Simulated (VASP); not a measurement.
A convergence study with VASP on GdN (rock salt): one setting is varied, all else stays as given below, so the limit is that of these other settings.

```xyz
2
Lattice="0.0000 2.4900 2.4900 2.4900 0.0000 2.4900 2.4900 2.4900 0.0000" Properties=species:S:1:pos:R:3 pbc="T T T"
Gd     0.0000     0.0000     0.0000
N      2.4900     2.4900     2.4900
```

The numbers are results of PBE GGA, VASP's PBE PAW potentials (set 64) (plane waves; VASP), not measurements. The tightest run used: 700 eV cut-off, 18×18×18 Γ-centred mesh, tetrahedra with Blöchl corrections, potentials Gd_3 N.

The 4f electrons are frozen in the core of the lanthanide potential, so 4f levels, which can set the real gap, and their magnetism are missing.

```csv
setting,E (eV/atom),pressure (GPa),irreducible k-points
3×3×3 mesh,-7.9667,2.21,4
4×4×4 mesh,-8.0492,0.90,8
5×5×5 mesh,-8.0709,0.45,10
6×6×6 mesh,-8.0787,0.24,16
```

Problem. These are the cheaper rows. Estimate the results at 18×18×18 mesh, and how far the last row shown lies from them.

Solution. 
```
quantity        tightest run  last row shown is off by
--------------  ------------  ------------------------
E (eV/atom)          -8.0852                    0.0066
pressure (GPa)         -0.04                      0.28
```

Left out are rungs that failed or repeat a setting and relaxations that didn't move; long series are thinned to 24 rows.

The compound is GdN in the rock salt structure. The cell was not relaxed at this level.
